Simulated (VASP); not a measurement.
An input for Ansatz (written as the equivalent of a VASP run, and not itself run):

Ansatz 0.2 input:
```yaml
crystal:
  lattice:
    - [1.6054296, -2.7806856, 0.0000000]
    - [1.6054296, 2.7806856, 0.0000000]
    - [0.0000000, 0.0000000, 15.3333827]
  atoms:
    - { symbol: W, position: [0.3333330, 0.6666670, 0.2500000] }
    - { symbol: W, position: [0.6666670, 0.3333330, 0.7500000] }
    - { symbol: S, position: [0.3333330, 0.6666670, 0.8525365] }
    - { symbol: S, position: [0.6666670, 0.3333330, 0.3525365] }
    - { symbol: S, position: [0.6666670, 0.3333330, 0.1474635] }
    - { symbol: S, position: [0.3333330, 0.6666670, 0.6474635] }
kpoints:
  mp_grid: { grid: [9, 9, 2] }
hamiltonian:
  xc: rpbe
  pseudopotentials: { kind: paw }
scf:
  occupations: { method: tetrahedron }
  max_iter: 100
output: { forces: true, stress: true, eigenvalues: true }
```

Task: Translate this input to VASP (INCAR, KPOINTS, POSCAR, choice of POTCAR).

Result: One answer among several that fit: 
INCAR:
```
# general
SYSTEM  = WS2
PREC    = Accurate
ENCUT   = 520   # plane-wave cut-off (eV)
LREAL   = .FALSE.
LASPH   = .TRUE.   # aspherical one-centre terms

# electronic loop
EDIFF   = 1E-7
NELM    = 100
ALGO    = Normal   # blocked Davidson
LMAXMIX = 6

# smearing
ISMEAR  = -5   # tetrahedra, Bloechl

# functional
GGA     = RP   # RPBE

# ions
ISIF    = 2   # forces and stress, cell fixed

# output
LWAVE   = .FALSE.
LCHARG  = .TRUE.
LORBIT  = 11
NEDOS   = 601

# other
LEFG    = .TRUE.
```

**POSCAR**
```
WS2
1
    1.6054295804    -2.7806855782     0.0000000000
    1.6054295804     2.7806855782     0.0000000000
    0.0000000000     0.0000000000    15.3333826744
W S
2 4
Direct
  0.3333330000   0.6666670000   0.2500000000
  0.6666670000   0.3333330000   0.7500000000
  0.3333330000   0.6666670000   0.8525365450
  0.6666670000   0.3333330000   0.3525365450
  0.6666670000   0.3333330000   0.1474634550
  0.3333330000   0.6666670000   0.6474634550
```

**KPOINTS**
```
Regular mesh
0
gamma
  9 9 2
```

POTCAR, in this order: W_sv S (PBE.64 set). Program: vasp_std.

What does not carry over: each code has its own PAW files, so the cut-off isn't converted (ENCUT is set for VASP's; basis.ecutwfc is left out, and Ansatz then takes the one that its files recommend); Ansatz stops its SCF on the density residual and VASP on the energy change (EDIFF); the field gradients of LEFG aren't asked of the other code.

The compound is WS2 in the 2H layered structure. It was relaxed first, which changed the volume by +29 %.
